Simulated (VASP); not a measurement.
Here is the system:

```
CELL_PARAMETERS angstrom
      4.68313     0.00000     0.00000
     -2.34156     4.05571     0.00000
      0.00000     0.00000     2.61148
ATOMIC_POSITIONS crystal
  Ge 0.00000 0.00000 0.00000
  Ge 0.33333 0.66667 0.50000
  Ge 0.66667 0.33333 0.50000
```

Method: r2SCAN meta-GGA, VASP's PBE PAW potentials (set 64) (plane waves; VASP). Numerical set-up: 480 eV cut-off, 8×8×10 Γ-centred mesh, first-order Methfessel-Paxton smearing of 0.10 eV, potentials Ge_d.

**Question.** Give the stress tensor in GPa (positive for a compressed cell).

**Answer.** 
```
11.78   0.00   0.00
 0.00  11.78   0.00
 0.00   0.00  12.11
```
The pressure is its mean diagonal, 11.89 GPa.

The structure was generated: Ge was put into the omega type (P6/mmm), which need not be its known phase. This cell was strained or had an atom moved on purpose.
